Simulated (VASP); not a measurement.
Level of theory: PBE GGA, VASP's PBE PAW potentials (set 64) (plane waves; VASP 6.6.1).

A VASP calculation is set up with these files.

File POSCAR:
```
Bi2Se3
1
   10.2714896396    -2.0949172232     0.0669115750
   10.2714896396     2.0949172232     0.0669115750
    9.8207676996     0.0000000000     3.6673122200
Bi Se
2 3
Direct
  0.3970257144   0.3970257144   0.3970257144
  0.6029742856   0.6029742856   0.6029742856
  1.0000000000   1.0000000000   0.0000000000
  0.2183918160   0.2183918160   0.2183918160
  0.7816081840   0.7816081840   0.7816081840
```

KPOINTS:
```
Automatic mesh
0
Gamma
6 6 6
0 0 0
```

### INCAR
```
SYSTEM = Bi2Se3
PREC = Accurate
ENCUT = 500
EDIFF = 1E-6
NELM = 100
ALGO = Normal
LREAL = .FALSE.
LASPH = .TRUE.
ISMEAR = 0
SIGMA = 0.05
GGA = PE
LMAXMIX = 4
LWAVE = .FALSE.
LCHARG = .FALSE.
IBRION = 2
ISIF = 3
NSW = 40
EDIFFG = -0.02
```

POTCAR, in this order: Bi_d Se (PBE.64 set). Program: vasp_std.

The resulting files:

**OUTCAR**
```
 ion  position               nearest neighbor table
   1  0.397  0.397  0.397-   5 2.88   5 2.88   5 2.88   3 3.11   3 3.11   3 3.11
   2  0.603  0.603  0.603-   4 2.88   4 2.88   4 2.88   3 3.11   3 3.11   3 3.11
   3  0.000  0.000  0.000-   2 3.11   1 3.11   2 3.11   2 3.11   1 3.11   1 3.11
   4  0.218  0.218  0.218-   2 2.88   2 2.88   2 2.88
   5  0.782  0.782  0.782-   1 2.88   1 2.88   1 2.88
  LATTYP: Found a trigonal (rhomboedric) cell.
 ALAT       =    10.4831605324
 COS(alpha) =     0.9201308125
 Subroutine PRICEL returns:
 Original cell was already a primitive cell.
 Subroutine GETGRP returns: Found 12 space group operations
The static configuration has the point symmetry D_3d.
The dynamic configuration has the point symmetry D_3d.
 Subroutine INISYM returns: Found 12 space group operations
 Subroutine IBZKPT returns following result:
 Found     32 irreducible k-points:

 Following reciprocal coordinates:
            Coordinates               Weight
  0.000000  0.000000  0.000000      1.000000
  0.166667 -0.000000  0.000000      6.000000
  0.333333 -0.000000  0.000000      6.000000
  0.500000 -0.000000  0.000000      3.000000
  0.166667  0.166667  0.000000      6.000000
...
```

### OSZICAR
```
       N       E                     dE             d eps       ncg     rms          rms(c)
DAV:   1     0.462746062796E+03    0.46275E+03   -0.22603E+04  1792   0.168E+03
DAV:   2     0.343316265919E+02   -0.42841E+03   -0.41848E+03  1940   0.426E+02
DAV:   3    -0.184790066246E+02   -0.52811E+02   -0.50111E+02  2356   0.158E+02
DAV:   4    -0.209963073762E+02   -0.25173E+01   -0.24867E+01  2012   0.343E+01
DAV:   5    -0.211111715540E+02   -0.11486E+00   -0.11463E+00  2548   0.760E+00    0.502E+00
DAV:   6    -0.202120356607E+02    0.89914E+00   -0.23355E+00  2080   0.875E+00    0.311E+00
DAV:   7    -0.202254114039E+02   -0.13376E-01   -0.44948E-01  1988   0.312E+00    0.161E+00
DAV:   8    -0.202344876484E+02   -0.90762E-02   -0.72051E-02  2380   0.149E+00    0.529E-01
DAV:   9    -0.202337752390E+02    0.71241E-03   -0.12385E-02  2300   0.647E-01    0.162E-01
DAV:  10    -0.202340876640E+02   -0.31242E-03   -0.25243E-03  2012   0.270E-01    0.674E-02
DAV:  11    -0.202342020121E+02   -0.11435E-03   -0.44783E-04  2504   0.114E-01    0.400E-02
DAV:  12    -0.202342253361E+02   -0.23324E-04   -0.93578E-05  2332   0.609E-02    0.147E-02
DAV:  13    -0.202342256891E+02   -0.35305E-06   -0.22784E-05  2196   0.386E-02    0.421E-03
DAV:  14    -0.202342259738E+02   -0.28463E-06   -0.18573E-06  1616   0.862E-03
   1 F= -.20234226E+02 E0= -.20234226E+02  d E =-.202342E+02
```

File OUTCAR:
```
------------------------ aborting loop because EDIFF is reached ----------------------------------------
  FORCE on cell =-STRESS in cart. coord.  units (eV):
  Direction    XX          YY          ZZ          XY          YZ          ZX
  --------------------------------------------------------------------------------------
  Total        0.0111192     -0.0069424     -0.0066594     -0.0000000      0.0000000      0.0022611
  in kB        0.1148808     -0.0717277     -0.0688033     -0.0000000      0.0000000      0.0233609
  external PRESSURE =      -0.0085501 kB  Pullay stress =       0.0000000 kB
  volume of cell :      155.07
      direct lattice vectors                 reciprocal lattice vectors
    10.271489640 -2.094917223  0.066911575     0.049542692 -0.238672915 -0.132671352
    10.271489640  2.094917223  0.066911575     0.049542692  0.238672915 -0.132671352
     9.820767700  0.000000000  3.667312220    -0.001807852  0.000000000  0.277520548
 POSITION                                       TOTAL-FORCE (eV/Angst)
 -----------------------------------------------------------------------------------
     12.05519      0.00000      1.50915        -0.007564      0.000000     -0.000947
     18.30856      0.00000      2.29199         0.007564      0.000000      0.000947
      0.00000      0.00000      0.00000        -0.000000      0.000000      0.000000
      6.63119      0.00000      0.83014         0.011410      0.000000      0.001428
     23.73255      0.00000      2.97100        -0.011410      0.000000     -0.001428
 -----------------------------------------------------------------------------------
    total drift:                               -0.000000     -0.000000     -0.000000
  FREE ENERGIE OF THE ION-ELECTRON SYSTEM (eV)
  ---------------------------------------------------
  free  energy   TOTEN  =       -20.2342259738 eV

  energy  without entropy=      -20.2342259738  energy(sigma->0) =      -20.23422597

 reached required accuracy - stopping structural energy minimisation
```
(Selected blocks of OUTCAR.)

### OUTCAR
```
 val. band max:        3.6907104438   @ k =   0.0000   0.0000   0.0000

 cond. band min:       4.2685523179   @ k =   0.0000   0.0000   0.0000


 Fermi energy:         3.9551533067

 k-point     1 :       0.0000    0.0000    0.0000
  band No.  band energies     occupation
      1     -19.0831      2.00000
      2     -19.0831      2.00000
      3     -19.0819      2.00000
      4     -19.0819      2.00000
      5     -19.0788      2.00000
      6     -19.0767      2.00000
      7     -19.0671      2.00000
      8     -19.0671      2.00000
      9     -19.0648      2.00000
     10     -19.0648      2.00000
     11     -10.0785      2.00000
     12      -9.5156      2.00000
     13      -8.5231      2.00000
     14      -5.5612      2.00000
     15      -4.6592      2.00000
     16       1.9700      2.00000
     17       2.1681      2.00000
     18       2.2462      2.00000
     19       2.2462      2.00000
     20       2.3905      2.00000
     21       2.3905      2.00000
     22       2.8685      2.00000
     23       2.8685      2.00000
     24       3.6907      2.00000
     25       4.2686      0.00000
     26       5.5359      0.00000
     27       5.5359      0.00000
     28       6.0899      0.00000

 k-point     2 :       0.1667   -0.0000    0.0000
  band No.  band energies     occupation
      1     -19.0862      2.00000
      2     -19.0844      2.00000
      3     -19.0776      2.00000
      4     -19.0762      2.00000
      5     -19.0753      2.00000
      6     -19.0733      2.00000
      7     -19.0702      2.00000
      8     -19.0680      2.00000
      9     -19.0677      2.00000
     10     -19.0649      2.00000
     11      -9.8413      2.00000
     12      -9.3056      2.00000
     13      -8.4072      2.00000
     14      -5.6869      2.00000
     15      -4.9788      2.00000
     16       0.8099      2.00000
     17       1.1954      2.00000
     18       1.5348      2.00000
     19       1.6789      2.00000
     20       2.1682      2.00000
...
```

Without a dispersion term in the relaxation, distances and binding between the weakly bound layers, chains or molecules are unreliable, and so is what depends on them. Unless said otherwise, spin-orbit coupling is left out, though it shifts the bands of the heavy elements here.

The compound is Bi2Se3 in the tetradymite structure. It was relaxed first, which changed the volume by +9 %.
